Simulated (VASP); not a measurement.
# A VASP study of CaO (Lime) (r2SCAN + rVV10): structure first, properties next, part 6 of 6

What structure does CaO (Lime) take at this level, and what are its properties? The start is a cell from a database of measured crystal structures.

VASP 6.6.1; r2SCAN with rVV10; plane waves and PAW (Ca_sv, O).

So far. Step 13 (Volume scan with r2SCAN + rVV10 (run 7)): The pressure falls from -4.35 to -6.19 GPa. The parabola predicted -6.13 GPa, +0.06 GPa off.

## (14) Side by side

Times are for 2 MPI ranks of AMD EPYC 7R43, shared host. Results by setting:

| no. | volume scale | energy above the lowest point (meV/atom) | pressure (GPa) | gap on the k-mesh (eV) | time | memory (GiB) |
| --- | --- | --- | --- | --- | --- | --- |
| 1 | 0.94 | 22.11 | 8.493 | 4.121 | 2.4 min | 0.47 |
| 2 | 0.96 | 9.77 | 5.338 | 4.133 | 2.9 min | 0.47 |
| 3 | 0.98 | 2.57 | 2.511 | 4.143 | 2.9 min | 0.47 |
| 4 | 1 | 0 | -0.02472 | 4.151 | 3 min | 0.47 |
| 5 | 1.02 | 1.55 | -2.303 | 4.156 | 3 min | 0.46 |
| 6 | 1.04 | 6.83 | -4.353 | 4.159 | 2.9 min | 0.47 |
| 7 | 1.06 | 15.47 | -6.194 | 4.161 | 3 min | 0.48 |

## (15) Fit for r2SCAN + rVV10

This step: Birch-Murnaghan fit, r2SCAN with rVV10; plane waves and PAW (VASP 6.6.1).

This step runs nothing: it gathers the runs above.

Numbers from this step:

```
pressure derivative of the bulk modulus : 4.344
r.m.s. error of the fit                 : 4.09e-6 eV/atom
minimum inside the sampled range        : yes
bulk modulus                            : 119.3 GPa
equilibrium volume of the fit           : 13.80 Å³/atom
```

The energy above the fitted minimum by volume:

| volume (Å³/atom) | energy above the fitted minimum (eV/atom) |
| --- | --- |
| 12.946 | 0.0221 |
| 13.222 | 0.00981 |
| 13.497 | 0.00261 |
| 13.773 | 3.2e-5 |
| 14.048 | 0.00158 |
| 14.323 | 0.00687 |
| 14.599 | 0.0155 |

The fitted volume lies +0.21 % from the relaxed one. At a finite cutoff and mesh the minimum of the energy and the zero of the stress don't quite coincide, and the relaxation stops at a threshold.

## (16) Dielectric tensor and Born charges (r2SCAN + rVV10)

This step: r2SCAN with rVV10; plane waves and PAW (Ca_sv, O) (VASP 6.6.1).

The response to a static field gives the electronic dielectric tensor and the Born charges. It needs tightly converged orbitals, hence the small EDIFF.

The input, INCAR:

```
SYSTEM = CaO
PREC = Accurate
ENCUT = 520
EDIFF = 1E-07
NELM = 100
ISMEAR = 0
SIGMA = 0.01
LREAL = .FALSE.
ALGO = Normal
METAGGA = R2SCAN
LUSE_VDW = .TRUE.
IVDW_NL = 2
BPARAM = 11.95
CPARAM = 0.0093
LASPH = .TRUE.
NBANDS = 14
LORBIT = 11
LWAVE = .FALSE.
LCHARG = .FALSE.
LCALCEPS = .TRUE.
LPEAD = .TRUE.
```

The input, POSCAR:

```
CaO
1.0
    0.0000000000      2.3970185429      2.3970185429
    2.3970185429      0.0000000000      2.3970185429
    2.3970185429      2.3970185429      0.0000000000
Ca O
1 1
Direct
    0.0000000000      0.0000000000      0.0000000000
    0.5000000000      0.5000000000      0.5000000000
```

The input, KPOINTS:

```
Automatic mesh
0
Gamma
8 8 8
0 0 0
```

PAW data sets: Ca_sv and O (PBE family, release 64).

Started as:

```bash
> mpirun -np 2 vasp_std
```

The program printed:

```text
[... set-up lines as in an earlier step ...]
 entering main loop
       N       E                     dE             d eps       ncg     rms          rms(c)
Total rVV10 correction in eV:      0.3658945    16.0032792
DAV:   1     0.118543042062E+03    0.11854E+03   -0.87346E+03   812   0.119E+03
DAV:   2    -0.188431181561E+02   -0.13739E+03   -0.12872E+03  1016   0.313E+02
DAV:   3    -0.246339407848E+02   -0.57908E+01   -0.57435E+01   920   0.669E+01
DAV:   4    -0.248452553797E+02   -0.21131E+00   -0.21109E+00  1220   0.110E+01
DAV:   5    -0.248471521299E+02   -0.18968E-02   -0.18966E-02   924   0.108E+00    0.761E+00
Total rVV10 correction in eV:      0.3913512    16.0032788
DAV:   6    -0.189079357089E+02    0.59392E+01   -0.36787E+00  1028   0.246E+01    0.261E+00
Total rVV10 correction in eV:      0.4013830    16.0032789
DAV:   7    -0.190364116965E+02   -0.12848E+00   -0.55053E-01   812   0.553E+00    0.196E+00
Total rVV10 correction in eV:      0.4158770    16.0032789
DAV:   8    -0.190728615501E+02   -0.36450E-01   -0.22866E-01   818   0.507E+00    0.142E+00
Total rVV10 correction in eV:      0.4178838    16.0032789
DAV:   9    -0.190352951288E+02    0.37566E-01   -0.10464E-01   898   0.321E+00    0.122E-01
Total rVV10 correction in eV:      0.4169678    16.0032789
DAV:  10    -0.190349023563E+02    0.39277E-03   -0.53178E-03   882   0.697E-01    0.793E-02
Total rVV10 correction in eV:      0.4169148    16.0032789
DAV:  11    -0.190350730156E+02   -0.17066E-03   -0.92766E-04   872   0.259E-01    0.544E-02
Total rVV10 correction in eV:      0.4173486    16.0032789
DAV:  12    -0.190349928512E+02    0.80164E-04   -0.24133E-04   932   0.138E-01    0.105E-02
Total rVV10 correction in eV:      0.4173799    16.0032789
DAV:  13    -0.190349962233E+02   -0.33721E-05   -0.15975E-05   950   0.411E-02    0.864E-03
Total rVV10 correction in eV:      0.4173959    16.0032789
DAV:  14    -0.190349962695E+02   -0.46200E-07   -0.42217E-07  1034   0.608E-03
       N       E                     dE             d eps       ncg     rms          rms(c)
SDA:   1    -0.190349930129E+02   -0.19035E+02   -0.17845E-08  2100   0.446E-08   0.000E+00
Total rVV10 correction in eV:      0.4173604    16.0032789
DMP:   2    -0.190349915209E+02    0.14920E-05   -0.37493E-05  2100   0.937E-05   0.125E-07
Total rVV10 correction in eV:      0.4174012    16.0032789
DMP:   3    -0.190349923467E+02   -0.82582E-06   -0.14777E-06  2100   0.188E-05  -0.395E-05
Total rVV10 correction in eV:      0.4174021    16.0032789
DMP:   4    -0.190349925566E+02   -0.20993E-06   -0.48114E-06  2100   0.115E-05   0.151E-06
Total rVV10 correction in eV:      0.4173876    16.0032789
DMP:   5    -0.190349927854E+02   -0.22881E-06   -0.37976E-07  2100   0.330E-06  -0.616E-06
Total rVV10 correction in eV:      0.4173875    16.0032789
DMP:   6    -0.190349927483E+02    0.37131E-07   -0.64080E-07  2100   0.146E-06   0.372E-07
 final diagonalization occupied
 p_tot=( -0.144E+02 -0.144E+02 -0.144E+02 )
Total rVV10 correction in eV:      0.4173925    16.0032789
       N       E                     dE             d eps       ncg     rms          rms(c)
Total rVV10 correction in eV:      0.4173891    16.0032789
 p_tot=( -0.144E+02 -0.144E+02 -0.144E+02 )
dp_tot=(  0.000E+00  0.000E+00  0.000E+00 )  diag[e(oo)]=(  1.00000    ---      ---   )
SDA:   1    -0.190349927763E+02    0.91261E-08   -0.13291E-04  2100   0.332E-04   0.000E+00
Total rVV10 correction in eV:      0.4173941    16.0032789
 p_tot=( -0.144E+02 -0.144E+02 -0.144E+02 )
dp_tot=(  0.133E-02  0.618E-08  0.620E-08 )  diag[e(oo)]=(  1.87278    ---      ---   )
DMP:   2    -0.190350027011E+02   -0.99248E-05   -0.77206E-05  2100   0.107E-04   0.166E-04
Total rVV10 correction in eV:      0.4173909    16.0032789
 p_tot=( -0.144E+02 -0.144E+02 -0.144E+02 )
dp_tot=(  0.268E-02  0.833E-08  0.837E-08 )  diag[e(oo)]=(  2.76342    ---      ---   )
DMP:   3    -0.190350075730E+02   -0.48719E-05   -0.27706E-05  2100   0.436E-05   0.493E-05
Total rVV10 correction in eV:      0.4173897    16.0032789
 p_tot=( -0.144E+02 -0.144E+02 -0.144E+02 )
dp_tot=(  0.347E-02  0.293E-08  0.298E-08 )  diag[e(oo)]=(  3.27822    ---      ---   )
DMP:   4    -0.190350092826E+02   -0.17096E-05   -0.16675E-05  2100   0.328E-05   0.172E-05
Total rVV10 correction in eV:      0.4173911    16.0032789
 p_tot=( -0.144E+02 -0.144E+02 -0.144E+02 )
dp_tot=(  0.373E-02 -0.620E-08 -0.612E-08 )  diag[e(oo)]=(  3.44873    ---      ---   )
DMP:   5    -0.190350104596E+02   -0.11770E-05   -0.11044E-05  2100   0.184E-05   0.178E-05
Total rVV10 correction in eV:      0.4173918    16.0032789
 p_tot=( -0.144E+02 -0.144E+02 -0.144E+02 )
dp_tot=(  0.374E-02 -0.132E-07 -0.131E-07 )  diag[e(oo)]=(  3.45654    ---      ---   )
DMP:   6    -0.190350112379E+02   -0.77825E-06   -0.52301E-06  2100   0.742E-06   0.109E-05
Total rVV10 correction in eV:      0.4173911    16.0032789
 p_tot=( -0.144E+02 -0.144E+02 -0.144E+02 )
dp_tot=(  0.371E-02 -0.153E-07 -0.152E-07 )  diag[e(oo)]=(  3.43813    ---      ---   )
DMP:   7    -0.190350115721E+02   -0.33428E-06   -0.21247E-06  2100   0.345E-06   0.359E-06
Total rVV10 correction in eV:      0.4173909    16.0032789
 p_tot=( -0.144E+02 -0.144E+02 -0.144E+02 )
dp_tot=(  0.372E-02 -0.133E-07 -0.132E-07 )  diag[e(oo)]=(  3.44328    ---      ---   )
DMP:   8    -0.190350116975E+02   -0.12535E-06   -0.11473E-06  2100   0.220E-06   0.129E-06
Total rVV10 correction in eV:      0.4173912    16.0032789
 p_tot=( -0.144E+02 -0.144E+02 -0.144E+02 )
dp_tot=(  0.376E-02 -0.101E-07 -0.100E-07 )  diag[e(oo)]=(  3.46931    ---      ---   )
DMP:   9    -0.190350117776E+02   -0.80155E-07   -0.81298E-07  2100   0.144E-06   0.113E-06
 final diagonalization full
 p_tot=( -0.144E+02 -0.144E+02 -0.144E+02 )
dp_tot=(  0.380E-02 -0.816E-08 -0.805E-08 )  diag[e(oo)]=(  3.49859    ---      ---   )
Total rVV10 correction in eV:      0.4173913    16.0032789
Total rVV10 correction in eV:      0.4173924    16.0032789
       N       E                     dE             d eps       ncg     rms          rms(c)
Total rVV10 correction in eV:      0.4173924    16.0032789
SDA:   1    -0.190349927009E+02    0.18997E-04   -0.24568E-07  2100   0.614E-07   0.000E+00
Total rVV10 correction in eV:      0.4173908    16.0032789
DMP:   2    -0.190349927647E+02   -0.63825E-07   -0.24342E-08  2100   0.161E-07  -0.263E-07
 final diagonalization occupied
 p_tot=( -0.144E+02 -0.144E+02 -0.144E+02 )
Total rVV10 correction in eV:      0.4173909    16.0032789
       N       E                     dE             d eps       ncg     rms          rms(c)
Total rVV10 correction in eV:      0.4173906    16.0032789
 p_tot=( -0.144E+02 -0.144E+02 -0.144E+02 )
dp_tot=(  0.000E+00  0.000E+00  0.000E+00 )  diag[e(oo)]=(    ---    1.00000    ---   )
SDA:   1    -0.190349927663E+02   -0.65468E-07   -0.13290E-04  2100   0.332E-04   0.000E+00
Total rVV10 correction in eV:      0.4173916    16.0032789
 p_tot=( -0.144E+02 -0.144E+02 -0.144E+02 )
dp_tot=( -0.578E-07  0.133E-02  0.135E-07 )  diag[e(oo)]=(    ---    1.87280    ---   )
DMP:   2    -0.190350027098E+02   -0.99434E-05   -0.76959E-05  2100   0.106E-04   0.166E-04
Total rVV10 correction in eV:      0.4173914    16.0032789
 p_tot=( -0.144E+02 -0.144E+02 -0.144E+02 )
dp_tot=( -0.311E-06  0.268E-02 -0.165E-06 )  diag[e(oo)]=(    ---    2.76346    ---   )
DMP:   3    -0.190350075527E+02   -0.48429E-05   -0.27686E-05  2100   0.435E-05   0.496E-05
Total rVV10 correction in eV:      0.4173910    16.0032789
 p_tot=( -0.144E+02 -0.144E+02 -0.144E+02 )
dp_tot=( -0.629E-06  0.347E-02 -0.422E-06 )  diag[e(oo)]=(    ---    3.27825    ---   )
DMP:   4    -0.190350092881E+02   -0.17355E-05   -0.16621E-05  2100   0.326E-05   0.172E-05
Total rVV10 correction in eV:      0.4173910    16.0032789
 p_tot=( -0.144E+02 -0.144E+02 -0.144E+02 )
dp_tot=( -0.832E-06  0.373E-02 -0.594E-06 )  diag[e(oo)]=(    ---    3.44876    ---   )
DMP:   5    -0.190350104711E+02   -0.11829E-05   -0.11032E-05  2100   0.183E-05   0.178E-05
Total rVV10 correction in eV:      0.4173912    16.0032789
 p_tot=( -0.144E+02 -0.144E+02 -0.144E+02 )
dp_tot=( -0.876E-06  0.374E-02 -0.636E-06 )  diag[e(oo)]=(    ---    3.45656    ---   )
DMP:   6    -0.190350112361E+02   -0.76505E-06   -0.52178E-06  2100   0.739E-06   0.109E-05
Total rVV10 correction in eV:      0.4173912    16.0032789
 p_tot=( -0.144E+02 -0.144E+02 -0.144E+02 )
dp_tot=( -0.846E-06  0.371E-02 -0.613E-06 )  diag[e(oo)]=(    ---    3.43815    ---   )
DMP:   7    -0.190350115706E+02   -0.33451E-06   -0.21211E-06  2100   0.343E-06   0.361E-06
Total rVV10 correction in eV:      0.4173911    16.0032789
 p_tot=( -0.144E+02 -0.144E+02 -0.144E+02 )
dp_tot=( -0.825E-06  0.372E-02 -0.590E-06 )  diag[e(oo)]=(    ---    3.44329    ---   )
DMP:   8    -0.190350117025E+02   -0.13185E-06   -0.11441E-06  2100   0.219E-06   0.129E-06
Total rVV10 correction in eV:      0.4173911    16.0032789
 p_tot=( -0.144E+02 -0.144E+02 -0.144E+02 )
dp_tot=( -0.828E-06  0.376E-02 -0.584E-06 )  diag[e(oo)]=(    ---    3.46933    ---   )
DMP:   9    -0.190350117803E+02   -0.77837E-07   -0.81199E-07  2100   0.144E-06   0.114E-06
 final diagonalization full
 p_tot=( -0.144E+02 -0.144E+02 -0.144E+02 )
dp_tot=( -0.835E-06  0.380E-02 -0.585E-06 )  diag[e(oo)]=(    ---    3.49860    ---   )
Total rVV10 correction in eV:      0.4173912    16.0032789
Total rVV10 correction in eV:      0.4173908    16.0032789
       N       E                     dE             d eps       ncg     rms          rms(c)
Total rVV10 correction in eV:      0.4173908    16.0032789
SDA:   1    -0.190349927518E+02    0.18951E-04   -0.43213E-08  2100   0.108E-07   0.000E+00
Total rVV10 correction in eV:      0.4173914    16.0032789
DMP:   2    -0.190349927377E+02    0.14076E-07   -0.92083E-09  2100   0.324E-08  -0.246E-08
 final diagonalization occupied
 p_tot=( -0.144E+02 -0.144E+02 -0.144E+02 )
Total rVV10 correction in eV:      0.4173914    16.0032789
       N       E                     dE             d eps       ncg     rms          rms(c)
Total rVV10 correction in eV:      0.4173910    16.0032789
 p_tot=( -0.144E+02 -0.144E+02 -0.144E+02 )
dp_tot=(  0.000E+00  0.000E+00  0.000E+00 )  diag[e(oo)]=(    ---      ---    1.00000 )
SDA:   1    -0.190349927398E+02    0.11937E-07   -0.13286E-04  2100   0.332E-04   0.000E+00
Total rVV10 correction in eV:      0.4173915    16.0032789
 p_tot=( -0.144E+02 -0.144E+02 -0.144E+02 )
dp_tot=(  0.676E-07 -0.351E-08  0.133E-02 )  diag[e(oo)]=(    ---      ---    1.87278 )
DMP:   2    -0.190350027140E+02   -0.99742E-05   -0.76949E-05  2100   0.106E-04   0.166E-04
Total rVV10 correction in eV:      0.4173912    16.0032789
 p_tot=( -0.144E+02 -0.144E+02 -0.144E+02 )
dp_tot=( -0.161E-06 -0.318E-06  0.268E-02 )  diag[e(oo)]=(    ---      ---    2.76341 )
DMP:   3    -0.190350075551E+02   -0.48411E-05   -0.27677E-05  2100   0.435E-05   0.495E-05
Total rVV10 correction in eV:      0.4173910    16.0032789
 p_tot=( -0.144E+02 -0.144E+02 -0.144E+02 )
dp_tot=( -0.509E-06 -0.727E-06  0.347E-02 )  diag[e(oo)]=(    ---      ---    3.27817 )
DMP:   4    -0.190350092804E+02   -0.17253E-05   -0.16618E-05  2100   0.326E-05   0.172E-05
Total rVV10 correction in eV:      0.4173912    16.0032789
 p_tot=( -0.144E+02 -0.144E+02 -0.144E+02 )
dp_tot=( -0.730E-06 -0.969E-06  0.373E-02 )  diag[e(oo)]=(    ---      ---    3.44866 )
DMP:   5    -0.190350104654E+02   -0.11850E-05   -0.11030E-05  2100   0.183E-05   0.178E-05
Total rVV10 correction in eV:      0.4173912    16.0032789
 p_tot=( -0.144E+02 -0.144E+02 -0.144E+02 )
dp_tot=( -0.767E-06 -0.100E-05  0.374E-02 )  diag[e(oo)]=(    ---      ---    3.45645 )
DMP:   6    -0.190350112348E+02   -0.76938E-06   -0.52164E-06  2100   0.738E-06   0.109E-05
Total rVV10 correction in eV:      0.4173911    16.0032789
 p_tot=( -0.144E+02 -0.144E+02 -0.144E+02 )
dp_tot=( -0.723E-06 -0.947E-06  0.371E-02 )  diag[e(oo)]=(    ---      ---    3.43805 )
DMP:   7    -0.190350115674E+02   -0.33258E-06   -0.21208E-06  2100   0.343E-06   0.361E-06
Total rVV10 correction in eV:      0.4173911    16.0032789
 p_tot=( -0.144E+02 -0.144E+02 -0.144E+02 )
dp_tot=( -0.691E-06 -0.916E-06  0.372E-02 )  diag[e(oo)]=(    ---      ---    3.44319 )
DMP:   8    -0.190350116981E+02   -0.13068E-06   -0.11437E-06  2100   0.219E-06   0.129E-06
Total rVV10 correction in eV:      0.4173912    16.0032789
 p_tot=( -0.144E+02 -0.144E+02 -0.144E+02 )
dp_tot=( -0.688E-06 -0.923E-06  0.376E-02 )  diag[e(oo)]=(    ---      ---    3.46922 )
DMP:   9    -0.190350117777E+02   -0.79676E-07   -0.81186E-07  2100   0.144E-06   0.114E-06
 final diagonalization full
 p_tot=( -0.144E+02 -0.144E+02 -0.144E+02 )
dp_tot=( -0.694E-06 -0.938E-06  0.380E-02 )  diag[e(oo)]=(    ---      ---    3.49850 )
Total rVV10 correction in eV:      0.4173912    16.0032789
Total rVV10 correction in eV:      0.4173913    16.0032789
Total rVV10 correction in eV:      0.4173913    16.0032789
Total rVV10 correction in eV:      0.4173913    16.0032789
   1 F= -.19035012E+02 E0= -.19035012E+02  d E =-.621838E-74
```

Run time: 43 min. Hardware: 2 MPI ranks of AMD EPYC 7R43, shared host; peak memory 0.62 GiB.

Parts of OUTCAR (step 16):

```text
   k-points           NKPTS =     29   k-points in BZ     NKDIM =     29   number of bands    NBANDS=     14

   NELECT =      16.0000    total number of electrons

            Ionic dipole moment: p[ion]=(   -14.38211   -14.38211   -14.38211 ) |e| Angst

 Total electronic dipole moment: p[elc]=(    -0.00000    -0.00000     0.00380 ) |e| Angst

 MACROSCOPIC STATIC DIELECTRIC TENSOR (including local field effects)
 ------------------------------------------------------
           3.498565     0.000000     0.000000
           0.000000     3.498565     0.000000
          -0.000000     0.000000     3.498565
 ------------------------------------------------------

 PIEZOELECTRIC TENSOR (including local field effects) (C/m^2)
          XX          YY          ZZ          XY          YZ          ZX
  --------------------------------------------------------------------------------
  x     0.00000     0.00000     0.00000     0.00000     0.00000     0.00000
  y     0.00000     0.00000     0.00000     0.00000     0.00000     0.00000
  z     0.00000     0.00000     0.00000     0.00000     0.00000     0.00000

 BORN EFFECTIVE CHARGES (including local field effects) (in |e|, cummulative output)
 ---------------------------------------------------------------------------------
 ion    1
    1     2.20941    -0.00000    -0.00000
    2    -0.00000     2.20941    -0.00000
    3     0.00000    -0.00000     2.20941
 ion    2
    1    -2.20941    -0.00000    -0.00000
    2     0.00000    -2.20941     0.00000
    3    -0.00000    -0.00000    -2.20941

  Total        0.0126926      0.0126926      0.0126926      0.0000000      0.0000000      0.0000000
  in kB        0.7382745      0.7382745      0.7382745      0.0000000      0.0000000      0.0000000
  external PRESSURE =       0.7382745 kB  Pullay stress =       0.0000000 kB

 POSITION                                       TOTAL-FORCE (eV/Angst)
 -----------------------------------------------------------------------------------
      0.00000      0.00000      0.00000        -0.000000      0.000000     -0.000000
      2.39702      2.39702      2.39702         0.000000     -0.000000      0.000000
 -----------------------------------------------------------------------------------
    total drift:                                0.000000      0.000000      0.000000

[... 6 parts as in an earlier step ...]

[... 4 further parts left out ...]
```

Energies printed during the response cycles are not total energies of the cell.

Numbers from this step:

```yaml
irreducible_k_points: 29
```

Electronic dielectric tensor with local fields:

```
3.50 0.00 0.00
0.00 3.50 0.00
0.00 0.00 3.50
```

Born effective charge (e), principal values of the symmetric part by kind of site:

| atom | atoms with these values | low | middle | high | mean |
| --- | --- | --- | --- | --- | --- |
| Ca1 | 1 | 2.21 | 2.21 | 2.21 | 2.21 |
| O2 | 1 | -2.21 | -2.21 | -2.21 | -2.21 |

In full for O2:

```
-2.21  0.00  0.00
 0.00 -2.21  0.00
 0.00  0.00 -2.21
```

The Born charges sum to zero; the printed set may have that rule imposed, so this is no test. The mean Born charge of O, -2.21 e, lies near its nominal -2, though a dynamic charge doesn't by itself measure how ionic a bond is.

## (17) What came out

```
relaxed volume                                             : 13.77 Å³/atom
relaxed conventional cell a, b, c                          : 4.794, 4.794, 4.794 Å
space group after relaxing, within 0.02 Å                  : Fm-3m (No. 225)
band gap                                                   : 4.15 eV, indirect (least direct gap of that run 4.53 eV)
gap among the points of the DOS mesh alone, an upper bound : 4.15 eV
bulk modulus from the fit                                  : 119 GPa
volume from the fit                                        : 13.8 Å³/atom
electronic dielectric constant, mean                       : 3.50
```

In words: With r2SCAN + rVV10, CaO (Lime) relaxes to 13.77 Å³/atom in space group Fm-3m (held by the symmetry of the run), has an indirect gap of 4.15 eV and has a bulk modulus of 119 GPa. Against the listed cell the volume lies -1.2 %. Bands along the symmetry lines (r2SCAN + rVV10): On this path the gap is indirect, 4.15 eV, with the valence top at Γ and the conduction bottom at X. The least direct gap is 4.53 eV. Dielectric tensor and Born charges (r2SCAN + rVV10): The electronic dielectric tensor with local fields is isotropic, 3.50. Dielectric tensor and Born charges (r2SCAN + rVV10): Mean Born effective charge: Ca1 2.21, O2 -2.21 e. Semilocal functionals usually underestimate gaps. No search among competing phases was made, and a listed structure need not be the one stable at ambient conditions. All values are for a static lattice at zero temperature.

[Lines on the potential files, build, host, timing and source positions are cut from VASP's logs without a mark.]

[Logs are printed without paths, hosts, clocks, repeated set-up lines and the standing remarks that a program may print on its own settings, such as how far it seeks lower states.]

[Hosts, paths, dates, database ids (printed as entryN), source tags and the programs' standing remarks are cut or masked in the printed files.]

[A measured line is paired with the nearest computed mode of its activity, which favours agreement.]
